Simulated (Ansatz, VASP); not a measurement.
## Si182C9N (crystal/amorphous interface of Si with 5 % C on Si sites, (110)) in two plane-wave programs

Wanted: the spread between two codes on one cell, functional and k mesh. Of the first pair: The structure shown is the start of the Ansatz relaxation below; VASP solves that cell, so the two are compared at the walk's first step.

Method: plane waves, with VASP 6.6.1 beside it; single point at PBE, in Ansatz 0.2.0.

## 1. Starting point

The cell holds 192 atoms: 182 Si, 9 C and 1 N. Cell: a = 10.864 Å, b = 15.364 Å, c = 23.297 Å, α = 90.0°, β = 90.0°, γ = 90.0°. It derives from Si (diamond Si). As first built, before any earlier steps moved the atoms (in the runner's words): A 2 x 2 x 3 block of diamond Si (a = 5.432 A), 5 % of Si replaced at random by C with its (110) planes normal to z; the lower 33 % held fixed, the rest melted at 3500 K for 10 ps and cooled to 500 K at 100 K/ps with the Tersoff potential (Tersoff, Phys. Rev. B 39, 5566 (1989)); then all atoms free for 10 ps at 500 K, the cell's length along z at zero stress. . The structure's axis is c. Nearest the centre at fractional (0.268, 0.732, 0.366): N192 at 0.00 Å, Si66 at 1.83 Å, Si23 at 1.84 Å, Si163 at 1.85 Å, Si26 at 3.21 Å, Si135 at 3.24 Å, C190 at 3.30 Å, Si127 at 3.42 Å.

## 2. Ansatz: relaxation, PBE

Ansatz runs on its default PAW (the set named soft_2) files.

The two programs are compared at the cell with which this relaxation starts, whose forces are those of its first step.

File input.yaml:

```yaml
crystal:
  lattice:
    - [10.864, 0.0, 0.0]
    - [0.0, 15.36402, 0.0]
    - [0.0, 0.0, 23.29738]
  atoms:
    - { symbol: Si, position: [0.25344, 0.19235, 0.05076] }
    - { symbol: Si, position: [0.37009, 0.1967, 0.13553] }
    - { symbol: Si, position: [0.51171, 0.56706, 0.12867] }
    - { symbol: Si, position: [0.61636, 0.57126, 0.21863] }
    - { symbol: Si, position: [0.48901, 0.32308, 0.1394] }
    - { symbol: Si, position: [0.61628, 0.32805, 0.21899] }
    - { symbol: Si, position: [0.23344, 0.20233, 0.21413] }
    - { symbol: Si, position: [0.36529, 0.20115, 0.29353] }
    - { symbol: Si, position: [0.23833, 0.44782, 0.21729] }
    - { symbol: Si, position: [0.34402, 0.45144, 0.30577] }
    - { symbol: Si, position: [0.48283, 0.3277, 0.29856] }
    - { symbol: Si, position: [0.6143, 0.32386, 0.06016] }
    - { symbol: Si, position: [0.47105, 0.57825, 0.29714] }
    - { symbol: C, position: [0.62376, 0.56416, 0.0618] }
    - { symbol: Si, position: [0.2428, 0.44289, 0.0516] }
    - { symbol: Si, position: [0.3682, 0.44832, 0.13471] }
    - { symbol: Si, position: [0.23526, 0.68895, 0.05406] }
    - { symbol: Si, position: [0.37604, 0.69162, 0.13285] }
    - { symbol: Si, position: [0.49603, 0.07057, 0.14075] }
    - { symbol: Si, position: [0.62871, 0.07616, 0.22157] }
    - { symbol: Si, position: [0.49842, 0.81962, 0.13647] }
    - { symbol: Si, position: [0.62142, 0.82488, 0.22176] }
    - { symbol: Si, position: [0.24736, 0.69969, 0.21477] }
    - { symbol: Si, position: [0.35893, 0.71169, 0.30092] }
    - { symbol: Si, position: [0.24226, 0.9458, 0.22088] }
    - { symbol: Si, position: [0.36101, 0.95571, 0.30745] }
    - { symbol: Si, position: [0.49329, 0.83153, 0.30557] }
    - { symbol: Si, position: [0.62151, 0.80905, 0.05253] }
    - { symbol: Si, position: [0.49159, 0.07837, 0.30017] }
    - { symbol: Si, position: [0.61004, 0.0609, 0.05512] }
    - { symbol: Si, position: [0.25024, 0.93973, 0.05542] }
[... 11 lines left out ...]
    - { symbol: C, position: [0.00532, 0.33398, 0.29163] }
[... 35 lines left out ...]
    - { symbol: C, position: [0.22996, 0.44655, 0.37127] }
[... 12 lines left out ...]
    - { symbol: C, position: [0.37294, 0.25832, 0.75021] }
[... 4 lines left out ...]
    - { symbol: "N", position: [0.26767, 0.73241, 0.3662] }
[... 29 lines left out ...]
    - { symbol: C, position: [0.0793, 0.76327, 0.68305] }
[... 2 lines left out ...]
    - { symbol: C, position: [0.56057, 0.12549, 0.44848] }
[... 21 lines left out ...]
    - { symbol: C, position: [0.92876, 0.18439, 0.96391] }
[... 14 lines left out ...]
    - { symbol: C, position: [0.43793, 0.57246, 0.41774] }
[... 8 lines left out ...]
    - { symbol: C, position: [0.78603, 0.05514, 0.53435] }
[... 8 lines left out ...]
    - { symbol: Si, position: [0.78778, 0.84349, 0.74852] }
    - { symbol: Si, position: [0.8848, 0.95292, 0.9716] }
    - { symbol: Si, position: [0.03736, 0.84515, 0.95977] }
    - { symbol: Si, position: [0.91098, 0.75579, 0.68224] }
    - { symbol: Si, position: [0.00936, 0.07733, 0.96416] }
    - { symbol: Si, position: [0.20206, 0.90099, 0.90265] }
    - { symbol: Si, position: [0.1125, 0.55115, 0.71894] }
    - { symbol: Si, position: [0.78289, 0.95509, 0.48273] }
kpoints:
  mp_grid: { grid: [1, 1, 1] }
hamiltonian:
  xc: pbe
scf:
  occupations: { method: fermi_dirac, width: 0.05 }
output:
  forces: true
  eigenvalues: true
relax:
  f_tol: 0.05
  max_steps: 90
```

The run is started by

```
> ansatz run input.yaml --threads 4 --pin off --max-ram 8192MiB --backend cpu --events-out ev --progress --plain --runs-dir out
```

Numbers of over 12 decimals in the logs are rounded to 6 here.

The program printed:

```text
Engine: ansatz 0.2.0, aarch64-unknown-linux-gnu
Pseudopotentials: kind: paw
Pseudopotential: Si, paw, valence charge 4, recommended cutoff 420 eV (normal), Si.paw.azcp
Pseudopotential: C, paw, valence charge 4, recommended cutoff 420 eV (normal), C.paw.azcp
Pseudopotential: N, paw, valence charge 5, recommended cutoff 420 eV (normal), N.paw.azcp
Functional definition: PBE
  parameter kappa = 0.804
  parameter beta = 0.066725
  exchange = pbe_x(kappa = kappa, mu = beta*pi^2/3)
  correlation = pbe_c(beta = beta)
Crystal: 192 atoms, lattice volume = 3888.676 Å³
Basis set: ecut = 420 eV, 75979 PW (Γ), exchange–correlation on 150×216×320 points (8 copies of the dense FFT grid, shifted against one another)
Bands: 577, of which v1, the nominal top of the filled ones, is band 385 counted from 1 (384 counted from 0)
Symmetry: 1 space group operations
Space group: P1 (ITA 1), of the structure as read, at distance tolerance 1.6e-4 Å
k-points: 1
Non-local potential: Si, projectors of the file, l = 0: 2, l = 1: 2, l = 2: 2
Non-local potential: C, projectors of the file, l = 0: 2, l = 1: 2, l = 2: 1
Non-local potential: N, projectors of the file, l = 0: 2, l = 1: 2, l = 2: 1
PAW form: soft (Blöchl's): semilocal exchange-correlation on the pseudo side does not see the compensation charge
PAW one-centre angular grid: Si, 110 points (default); XC on 64 Gauss nodes
PAW one-centre angular grid: C, 110 points (default); XC on 64 Gauss nodes
PAW one-centre angular grid: N, 110 points (default); XC on 64 Gauss nodes
Initial density: superposition of atomic densities (neutral atoms: chi_scale 0, normalization atom), corrected by the library's trained network
Initial wavefunctions: pseudopotential atomic-orbital guess
Functional: x = pbe(κ = 0.804, μ = 0.219515), c = pbe(β = 0.066725)
SCF iter   1: F=—  HF=-118321.517365 eV  |F-HF|=—  |Δ(HF+E_count)|=         —  Δρ=4.17e-3  dr2=2.56e0  ethr=1.77e-3  ⟨swp⟩=6.0  Hψ=2670  notcnv=0  defer=108
preconditioner: auto → Resta (q_TF=auto, 2.082 Å⁻¹)  ε∞=5.5  [insulator: Δε(μ)=0.195 eV  Ē_g=7.816 eV  σ=0.050 eV  W_gap=0.53  n_scr=598 (ndim 8)  ℏωp=16.5 eV  f_vac=0.005  D(μ)=15.65/eV (n_scr^D=40)  ε∞_Penn≈5.5]
SCF iter   2: F=—  HF=-118321.290179 eV  |F-HF|=—  |Δ(HF+E_count)|=   2.27e-1  Δρ=1.64e-3  dr2=2.52e-1  ethr=3.33e-4  ⟨swp⟩=1.0  Hψ=664  notcnv=0  defer=127
preconditioner: auto → Kerker (q_TF=auto, 2.082 Å⁻¹)  [metal: Δε(μ)=0.106 eV  Ē_g=7.815 eV  σ=0.050 eV  W_gap=0.44  n_scr=598 (ndim 8)  ℏωp=16.5 eV  f_vac=0.005  D(μ)=26.20/eV (n_scr^D=86)]
SCF iter   3: F=—  HF=-118321.273264 eV  |F-HF|=—  |Δ(HF+E_count)|=   1.69e-2  Δρ=8.19e-4  dr2=1.48e-1  ethr=3.28e-5  ⟨swp⟩=3.0  Hψ=835  notcnv=0  defer=127
SCF iter   4: F=—  HF=-118321.272301 eV  |F-HF|=—  |Δ(HF+E_count)|=   9.64e-4  Δρ=4.84e-4  dr2=3.18e-2  ethr=1.93e-5  ⟨swp⟩=2.0  Hψ=428  notcnv=0  defer=127
SCF iter   5: F=—  HF=-118321.270243 eV  |F-HF|=—  |Δ(HF+E_count)|=   2.06e-3  Δρ=1.32e-4  dr2=9.76e-3  ethr=4.13e-6  ⟨swp⟩=1.0  Hψ=577  notcnv=0  defer=150
SCF iter   6: F=—  HF=-118321.270154 eV  |F-HF|=—  |Δ(HF+E_count)|=   8.86e-5  Δρ=1.15e-4  dr2=7.64e-3  ethr=1.27e-6  ⟨swp⟩=2.0  Hψ=429  notcnv=0  defer=150
SCF iter   7: F=—  HF=-118321.270010 eV  |F-HF|=—  |Δ(HF+E_count)|=   1.44e-4  Δρ=4.71e-5  dr2=1.36e-3  ethr=9.93e-7  ⟨swp⟩=1.0  Hψ=427  notcnv=0  defer=150
SCF iter   8: F=—  HF=-118321.269974 eV  |F-HF|=—  |Δ(HF+E_count)|=   3.55e-5  Δρ=2.03e-5  dr2=2.07e-4  ethr=1.77e-7  ⟨swp⟩=1.0  Hψ=427  notcnv=0  defer=150
SCF iter   9: F=-118321.269933 eV  HF=-118321.269967 eV  |F-HF|=3.42e-5  |Δ(HF+E_count)|=   6.96e-6  Δρ=1.11e-5  dr2=3.86e-5  ethr=8.13e-9  ⟨swp⟩=14.0  Hψ=3838  notcnv=0
SCF 1 converged in 9 iterations: F = -118321.269933 eV  dr2 = 3.86e-5
  greatest PAW one-centre occupation: 0.787 electrons in one spin orbital (limit 2), on the N atom at site 96 (counted from 0), in its partial waves of l = 0
relax step   1: F+E_penalty+E_count = -118321.26993316 eV  Δ(F+E_penalty+E_count) = +0.000e0 eV  max|allowed force component| = 6.558e-1 eV/Å  Δτ_max = 0.0000 Å  (9 SCF iters, dr2 threshold 6.25e-5 eV, accepted)
Initial density: handed on by an earlier stage of this run
Initial wavefunctions: those handed on with the density
iter 1 solved again at ethr=1.15e-5 eV; its pass at ethr=3.10e-3 eV (dr2=8.84e-2 eV) is discarded
SCF iter   1: F=—  HF=-118321.375230 eV  |F-HF|=—  |Δ(HF+E_count)|=         —  Δρ=1.64e-3  dr2=9.09e-2  ethr=1.15e-5  ⟨swp⟩=2.0  Hψ=1786  notcnv=0  defer=150
preconditioner: auto → Kerker (q_TF=auto, 2.082 Å⁻¹)  [metal: Δε(μ)=0.104 eV  Ē_g=7.817 eV  σ=0.050 eV  W_gap=0.44  n_scr=598 (ndim 8)  ℏωp=16.5 eV  f_vac=0.006  D(μ)=28.34/eV (n_scr^D=94)]
SCF iter   2: F=—  HF=-118321.365621 eV  |F-HF|=—  |Δ(HF+E_count)|=   9.61e-3  Δρ=8.91e-4  dr2=3.02e-2  ethr=1.15e-5  ⟨swp⟩=2.0  Hψ=812  notcnv=0  defer=150
[...]
- { symbol: Si, position: [0.996075, 0.295828, 0.968511] }
    - { symbol: Si, position: [0.375444, 0.188251, 0.966609] }
    - { symbol: Si, position: [0.091274, 0.270345, 0.875530] }
    - { symbol: Si, position: [0.391260, 0.443403, 0.977876] }
    - { symbol: Si, position: [0.501030, 0.314072, 0.976899] }
    - { symbol: C, position: [0.373200, 0.258312, 0.750149] }
    - { symbol: Si, position: [0.518303, 0.565396, 0.994813] }
    - { symbol: Si, position: [0.337901, 0.474360, 0.883713] }
    - { symbol: Si, position: [0.981574, 0.506253, 0.641168] }
    - { symbol: Si, position: [0.178008, 0.397994, 0.835698] }
    - { symbol: N, position: [0.272299, 0.734860, 0.367033] }
    - { symbol: Si, position: [0.605971, 0.859761, 0.486166] }
    - { symbol: Si, position: [0.531554, 0.015143, 0.675481] }
    - { symbol: Si, position: [0.424642, 0.908848, 0.534530] }
    - { symbol: Si, position: [0.219410, 0.962394, 0.387430] }
    - { symbol: Si, position: [0.957105, 0.881019, 0.520217] }
    - { symbol: Si, position: [0.175356, 0.699355, 0.732488] }
    - { symbol: Si, position: [0.852434, 0.465151, 0.843306] }
    - { symbol: Si, position: [0.161362, 0.861240, 0.658952] }
    - { symbol: Si, position: [0.662236, 0.494976, 0.684955] }
    - { symbol: Si, position: [0.641098, 0.649691, 0.598345] }
    - { symbol: Si, position: [0.630671, 0.831061, 0.386101] }
    - { symbol: Si, position: [0.461903, 0.270303, 0.687869] }
    - { symbol: Si, position: [0.621740, 0.085181, 0.380317] }
    - { symbol: Si, position: [0.104977, 0.098652, 0.377364] }
    - { symbol: Si, position: [0.083124, 0.00554683, 0.532264] }
[...]
- { symbol: C, position: [0.079545, 0.763262, 0.683062] }
[...]
- { symbol: C, position: [0.561082, 0.125442, 0.448520] }
[...]
- { symbol: C, position: [0.929376, 0.184474, 0.963673] }
[...]
- { symbol: C, position: [0.432468, 0.572994, 0.412595] }
[...]
- { symbol: C, position: [0.786800, 0.054808, 0.534451] }
[...]
- { symbol: Si, position: [0.787696, 0.843346, 0.748463] }
    - { symbol: Si, position: [0.884798, 0.952930, 0.971685] }
    - { symbol: Si, position: [0.037454, 0.845192, 0.959669] }
    - { symbol: Si, position: [0.911284, 0.755751, 0.682138] }
    - { symbol: Si, position: [0.00944386, 0.077359, 0.963953] }
    - { symbol: Si, position: [0.202060, 0.901051, 0.902538] }
    - { symbol: Si, position: [0.112971, 0.551203, 0.718835] }
    - { symbol: Si, position: [0.783730, 0.954912, 0.482801] }
```

## 3. VASP: single point, PBE, start cell, pair 1

The same cell, functional, mesh and smearing now go to VASP, with its own data sets.

Lines of VASP's logs that name or quote its potential files are left out, and so is its time.

File INCAR:

```
SYSTEM = Si182C9N
PREC = Accurate
ENCUT = 520
EDIFF = 1E-06
NELM = 120
ISMEAR = -1
SIGMA = 0.05
LREAL = Auto
ALGO = Normal
GGA = PE
NBANDS = 518
LORBIT = 11
LWAVE = .FALSE.
LCHARG = .FALSE.
ISIF = 2
LASPH = .TRUE.
GGA_COMPAT = .FALSE.
```

File POSCAR:

```
Si182C9N
1.0
   10.8640000000      0.0000000000      0.0000000000
    0.0000000000     15.3640200000      0.0000000000
    0.0000000000      0.0000000000     23.2973800000
Si C N
182 9 1
Direct
    0.2534425626      0.1923520016      0.0507610727
    0.3700938881      0.1966998221      0.1355302613
[... 1 atom line left out ...]
    0.6163567747      0.5712567414      0.2186297343
[... 4 atom lines left out ...]
    0.2383284242      0.4478189953      0.2172905279
    0.3440169367      0.4514378398      0.3057682881
[... 2 atom lines left out ...]
    0.4710511782      0.5782470994      0.2971407085
[... 3 atom lines left out ...]
    0.3760401325      0.6916223749      0.1328518486
[... 2 atom lines left out ...]
    0.4984167894      0.8196227289      0.1364702812
    0.6214193667      0.8248817692      0.2217588416
    0.2473582474      0.6996931793      0.2147709313
    0.3589285714      0.7116887377      0.3009179573
    0.2422588365      0.9458006433      0.2208789143
    0.3610088365      0.9557069048      0.3074508807
    0.4932897644      0.8315271654      0.3055708410
[... 1 atom line left out ...]
    0.4915868925      0.0783714158      0.3001710922
[... 6 atom lines left out ...]
    0.1215114138      0.5753377046      0.2189387820
[... 7 atom lines left out ...]
    0.0064617084      0.5717579123      0.3049484534
[... 8 atom lines left out ...]
    0.1138622975      0.8209570152      0.2168312488
    0.7431516937      0.6963021397      0.2222395823
    0.8706829897      0.6943495257      0.3045793132
[... 1 atom line left out ...]
    0.8827963918      0.9576269752      0.3022185327
    0.9987205449      0.8224605279      0.3044505434
[... 7 atom lines left out ...]
    0.0680964654      0.4886416446      0.5483320442
    0.3063788660      0.6526091479      0.4216611482
[... 9 atom lines left out ...]
    0.5930044183      0.5765678514      0.3808496921
    0.3484720177      0.4704628086      0.4353493826
[... 15 atom lines left out ...]
    0.6050902062      0.8598530853      0.4860289011
[... 1 atom line left out ...]
    0.4233615611      0.9089222742      0.5342403309
    0.2166789396      0.9636475350      0.3874684621
    0.9557713549      0.8817418879      0.5209298213
[... 5 atom lines left out ...]
    0.6298877025      0.8303816319      0.3859403933
[... 2 atom lines left out ...]
    0.1044826951      0.0999412914      0.3775617687
    0.0820692194      0.0064501348      0.5326307078
[... 19 atom lines left out ...]
    0.0562776141      0.7646826807      0.4729415926
[... 2 atom lines left out ...]
    0.2731866716      0.9919409113      0.4832388878
[... 2 atom lines left out ...]
    0.1248527246      0.3425796113      0.3610405977
[... 1 atom line left out ...]
    0.1295655376      0.5488277157      0.3899880587
[... 17 atom lines left out ...]
    0.7386137703      0.6960873521      0.3854081446
    0.3282124448      0.7993871396      0.5912982490
[... 1 atom line left out ...]
    0.9614414580      0.5395072383      0.4677006599
    0.2422680412      0.6956122161      0.5171182339
[... 3 atom lines left out ...]
    0.2617728277      0.5371185406      0.5254882738
    0.8694587629      0.6821131449      0.4676620289
    0.1451307069      0.8130098763      0.3818583892
[... 21 atom lines left out ...]
    0.2299613402      0.4465497962      0.3712692157
[... 4 atom lines left out ...]
    0.4379326215      0.5724608533      0.4177379602
[... 1 atom line left out ...]
    0.2676730486      0.7324124806      0.3661999761
```

File KPOINTS:

```
Automatic mesh
0
Gamma
1 1 1
0 0 0
```

PAW data sets: Si, C and N (PBE family, release 64).

The run is started by

```
> export OMP_NUM_THREADS=3
> mpirun -np 1 vasp_gam
```

The program printed:

```text
[banner, memory and clock lines left out]
running    1 mpi-ranks, on    1 nodes
[...]
Offloading initialized ...    1 GPUs detected
[...]
LDA part: xc-table for (Slater+PW92), standard interpolation
 POSCAR, INCAR and KPOINTS ok, starting setup
[...]
entering main loop
       N       E                     dE             d eps       ncg     rms          rms(c)
DAV:   1     0.385615305972E+04    0.38562E+04   -0.33672E+05  1036   0.131E+03
DAV:   2    -0.560863520034E+03   -0.44170E+04   -0.41396E+04  1304   0.220E+02
DAV:   3    -0.105844268268E+04   -0.49758E+03   -0.48477E+03  1296   0.661E+01
DAV:   4    -0.107767614164E+04   -0.19233E+02   -0.19079E+02  1272   0.152E+01
[...]
DAV:  22    -0.104009586208E+04   -0.51862E-05   -0.27258E-05  1224   0.587E-03    0.793E-03
DAV:  23    -0.104009585946E+04    0.26219E-05   -0.10375E-05  1368   0.451E-03    0.559E-03
DAV:  24    -0.104009586011E+04   -0.65750E-06   -0.64094E-06  1080   0.304E-03
   1 F= -.10400959E+04 E0= -.10399820E+04  d E =-.227702E+00
```

From OUTCAR (step 3):

```text
  FREE ENERGIE OF THE ION-ELECTRON SYSTEM (eV)
  ---------------------------------------------------
  free  energy   TOTEN  =     -1040.0958601130 eV

  energy  without entropy=    -1039.8681583377  energy(sigma->0) =    -1039.98200923
```

The run ends at a pressure of -1.35 GPa, with forces up to 0.84 eV/Å.

## 4. Differences

Known differences besides the potentials themselves: the cutoff is 420 eV in Ansatz and 520 eV in VASP (PREC = Accurate, projectors in real space). Total energies have different zeros and are not compared.

Forces on 9 of the 192 atoms, those with the largest forces and the largest differences (eV/Å; atoms numbered as in POSCAR):

| atom | Ansatz x, y, z | VASP x, y, z |
| --- | --- | --- |
| Si13 | 0.085, -0.065, 0.223 | 0.085, -0.064, 0.224 |
| Si22 | -0.141, -0.013, 0.154 | -0.142, -0.014, 0.153 |
| Si23 | -0.314, 0.420, 0.656 | -0.312, 0.422, 0.655 |
| Si66 | -0.576, 0.192, -0.493 | -0.584, 0.200, -0.494 |
| Si104 | -0.004, -0.003, 0.010 | 0.003, -0.003, -0.003 |
| Si129 | -0.009, -0.001, 0.036 | -0.018, 0.007, 0.040 |
| Si163 | 0.521, -0.476, -0.175 | 0.521, -0.478, -0.175 |
| C190 | -0.037, 0.157, -0.218 | -0.034, 0.164, -0.219 |
| N192 | 0.322, -0.035, 0.089 | 0.322, -0.037, 0.089 |

The forces differ by 3.1 meV/Å r.m.s., which is 4.8 % of the r.m.s. force of 0.065 eV/Å (both taken over all components).

[end of part 1 of 2]

[Lines on the potential files, build, host, timing and source positions are cut from VASP's logs without a mark.]

[Logs are printed without paths, hosts, clocks, repeated set-up lines and the standing remarks that a program may print on its own settings, such as how far it seeks lower states.]

[Hosts, paths, dates, database ids (printed as entryN), source tags and the programs' standing remarks are cut or masked in the printed files.]
